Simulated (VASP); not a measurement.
VASP input:

### POSCAR
```
Be
2.290
  0.5000000000  -0.8660253275   0.0000000000
  0.5000000000   0.8660253275   0.0000000000
  0.0000000000   0.0000000000   1.5633187773
Be
2
direct
  0.3333330000   0.6666670000   0.2500000000
  0.6666670000   0.3333330000   0.7500000000
```

### KPOINTS
```
Automatic mesh
0
Gamma
11 11 6
0 0 0
```

### INCAR
```
SYSTEM = Be
PREC = Accurate
ENCUT = 300
EDIFF = 1E-6
NELM = 100
ALGO = Normal
LREAL = .FALSE.
LASPH = .TRUE.
ISMEAR = -1
SIGMA = 0.1
GGA = PE
LWAVE = .FALSE.
LCHARG = .FALSE.
ISIF = 2
```

POTCAR, in this order: Be (PBE.64 set). Program: vasp_std.

Problem. Translate this PBE calculation to Ansatz.

Solution. One equivalent input (not run):
Ansatz 0.2 input:
```yaml
crystal:
  lattice:
    - [1.1450000, -1.9831980, 0.0000000]
    - [1.1450000, 1.9831980, 0.0000000]
    - [0.0000000, 0.0000000, 3.5800000]
  atoms:
    - { symbol: Be, position: [0.3333330, 0.6666670, 0.2500000] }
    - { symbol: Be, position: [0.6666670, 0.3333330, 0.7500000] }
kpoints:
  mp_grid: { grid: [11, 11, 6] }
hamiltonian:
  xc: pbe
  pseudopotentials: { kind: paw }
scf:
  occupations: { method: fermi_dirac, width: 0.1 }
  max_iter: 100
output: { forces: true, stress: true, eigenvalues: true }
```
Limits of the translation: each code has its own PAW files, so the cut-off isn't converted (ENCUT is set for VASP's; basis.ecutwfc is left out, and Ansatz then takes the one that its files recommend); Ansatz stops its SCF on the density residual and VASP on the energy change (EDIFF).

The structure is a typed Be crystal (P6_3/mmc). The cell was not relaxed at this level.
